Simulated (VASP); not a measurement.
The input files of a VASP run:

### INCAR
```
SYSTEM=HfN
PREC=Accurate; ENCUT=520; LREAL=.FALSE.
LASPH=.TRUE.
EDIFF=1E-7; NELM=100; ALGO=Normal
LMAXMIX=6
ISMEAR=1; SIGMA=0.1
GGA=CX; LUSE_VDW=.TRUE.; AGGAC=0.0
ISIF=2
LWAVE=.FALSE.; LCHARG=.FALSE.
```

### POSCAR
```
HfN
1
    0.0000000000     2.2735851080     2.2735851080
    2.2735851080     0.0000000000     2.2735851080
    2.2735851080     2.2735851080     0.0000000000
Hf N
1 1
Direct
  0.0000000000   0.0000000000   0.0000000000
  0.5000000000   0.5000000000   0.5000000000
```

**KPOINTS**
```
Automatic mesh
0
Gamma
14 14 14
0 0 0
```

POTCAR, in this order: Hf_pv N (PBE.64 set). Program: vasp_std.

Q: Translate this vdW-DF-cx calculation to Quantum ESPRESSO's pw.x.

A: One equivalent input (not run):
```
&CONTROL
  calculation = 'scf'
  pseudo_dir = './pseudo'
  outdir = './out'
  tprnfor = .true.
  tstress = .true.
/
&SYSTEM
  ibrav = 0
  nat = 2
  ntyp = 2
  ecutwfc = 84
  occupations = 'smearing'
  smearing = 'methfessel-paxton'
  degauss = 0.00735
  input_dft = 'vdw-df-cx'
/
&ELECTRONS
  conv_thr = 7.3e-09
  electron_maxstep = 100
/
ATOMIC_SPECIES
  Hf 178.490 Hf.upf
  N 14.007 N.upf
CELL_PARAMETERS angstrom
     0.0000000    2.2735851    2.2735851
     2.2735851    0.0000000    2.2735851
     2.2735851    2.2735851    0.0000000
ATOMIC_POSITIONS crystal
  Hf   0.0000000  0.0000000  0.0000000
  N    0.5000000  0.5000000  0.5000000
K_POINTS automatic
  14 14 14 0 0 0
```
What does not carry over: the potentials are each code's own (VASP's PAW set, PseudoDojo norm-conserving files in pw.x), so ENCUT and ecutwfc are chosen apart and not converted; conv_thr bounds pw.x's estimated SCF error, while EDIFF bounds the energy change between steps.

The compound is HfN in the rock salt structure. This cell is one point of a volume scan, at 1.03 of the reference volume.
